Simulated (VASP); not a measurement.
Consider the following.

```yaml
crystal:
  lattice:
    - [1.28426, -2.22441, 0.00000]
    - [1.28426, 2.22441, 0.00000]
    - [0.00000, 0.00000, 4.24637]
  atoms:
    - { symbol: B, position: [0.66667, 0.33333, 0.50015] }
    - { symbol: B, position: [0.33333, 0.66667, 0.00015] }
    - { symbol: N, position: [0.66667, 0.33333, 0.87485] }
    - { symbol: N, position: [0.33333, 0.66667, 0.37485] }
```

These are RPBE GGA, VASP's PBE PAW potentials (set 64) (plane waves; VASP 6.6.1) values and carry that method's errors. Run with 520 eV cut-off, 11×11×6 Γ-centred mesh, tetrahedra with Blöchl corrections, potentials B N.

Q: Predict the energy per atom (σ→0).

A: 
```json
{
 "energy per atom (σ→0)": "-8.297 eV/atom"
}
```

The compound is BN in the wurtzite structure, a metastable high-pressure form. It was relaxed first.
